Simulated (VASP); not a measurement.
```yaml
crystal:
  lattice:
    - [0.00000, 2.59082, 2.59082]
    - [2.59082, 0.00000, 2.59082]
    - [2.59082, 2.59082, 0.00000]
  atoms:
    - { symbol: Be, position: [0.00000, 0.00000, 0.00000] }
    - { symbol: Se, position: [0.25000, 0.25000, 0.25000] }
```

Method: PW91 GGA, VASP's PBE PAW potentials (set 64) (plane waves; VASP). Settings: 520 eV cut-off, Gaussian smearing of 0.050 eV, potentials Be Se.

Give the energies of bands 2 to 7 at the high-symmetry points, in eV from the valence-band maximum.

| band | Γ | X | U | L | W |
|---|---|---|---|---|---|
| 2 | 0.00 | -4.96 | -4.55 | -5.56 | -4.31 |
| 3 | 0.00 | -2.57 | -3.90 | -1.04 | -3.69 |
| 4 | 0.00 | -2.57 | -2.15 | -1.04 | -3.19 |
| 5 | 4.22 | 2.68 | 3.78 | 4.27 | 6.12 |
| 6 | 5.03 | 4.22 | 6.79 | 5.98 | 7.07 |
| 7 | 5.03 | 11.55 | 9.60 | 5.98 | 7.38 |

The gap is indirect, 2.68 eV, from the valence maximum at Γ to the conduction minimum at X.

Measured: gap 4.00 eV (computed value off by -1.32 eV), as given by Das et al., (2018), arXiv:1807.05623.

The compound is BeSe in the zinc blende structure. It was relaxed first.
